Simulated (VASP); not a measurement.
Wanted: the native input for a VASP 6.6.1 run.

| Item | Value |
| --- | --- |
| Task | relaxation of cell and atoms |
| Functional | PBE |
| Potentials or basis | VASP PAW PBE potentials, release 64 (Ti_sv, Sn_d, Te) |
| Cutoff | 520 eV |
| k mesh | 5 × 5 × 5 |
| Occupations | gaussian, width 0.15 eV |
| Spin | no spin polarisation |
| Further INCAR settings | PREC = Normal; ALGO = Fast; EDIFF = 0.0001; IBRION = 2; EDIFFG = -0.08; NSW = 24; ISIF = 3 |

The structure of Ti2SnTe2 lies in POSCAR:

```
Ti2SnTe2
1.0
   -2.0500000000      2.0500000000      7.1000000000
    2.0500000000     -2.0500000000      7.1000000000
    2.0500000000      2.0500000000     -7.1000000000
Ti Sn Te
2 1 2
Direct
    0.2500000000      0.7500000000      0.5000000000
    0.7500000000      0.2500000000      0.5000000000
    0.0000000000      0.0000000000      0.0000000000
    0.6300000000      0.6300000000      0.0000000000
    0.3700000000      0.3700000000      0.0000000000
```

The cell was built by a generator and needn't be a form met in nature.

One way to write it, as run:

INCAR

```
SYSTEM = Ti2SnTe2
  PREC = Normal
  ENCUT = 520
  EDIFF = 1E-4
  ISMEAR = 0
  SIGMA = 0.15
  LREAL = .FALSE.
  LASPH = .TRUE.
  NELM = 60
  ALGO = Fast
  ISIF = 3
  LWAVE = .FALSE.
  LCHARG = .FALSE.
  GGA = PE
  IBRION = 2
  NSW = 24
  EDIFFG = -0.08
```

KPOINTS

```
Automatic mesh
0
G
  5 5 5
  0 0 0
```

Potentials or basis: VASP PAW PBE potentials, release 64 (Ti_sv, Sn_d, Te).

Run with:

```sh
$ cat potpaw_PBE.64/Ti_sv/POTCAR potpaw_PBE.64/Sn_d/POTCAR potpaw_PBE.64/Te/POTCAR > POTCAR
$ mpirun -np 1 vasp_std > vasp.out
```

It gave:

| Item | Value |
| --- | --- |
| Relaxed volume | 25.39 Å³/atom |
| Relaxed cell | a = 8.022 Å, b = 8.022 Å, c = 8.022 Å, α = 150.23°, β = 150.23°, γ = 42.60° |
| Space group after relaxing (to 0.05 Å) | I4/mmm (No. 139) |
| Energy gained by relaxing | 58.1 meV/atom |
| Ionic steps | 7 |
| Pressure after relaxing | -0.2 GPa |
| Band gap on the k mesh | none (metal or under the smearing width) |

Caveat: the k mesh is coarse (spacing up to 0.43 Å⁻¹), so the values aren't converged.

Run time: 6.4 min on 1 thread of Intel(R) Xeon(R) 6975P-C (Granite Rapids), on a shared host, peak memory 0.39 GiB.
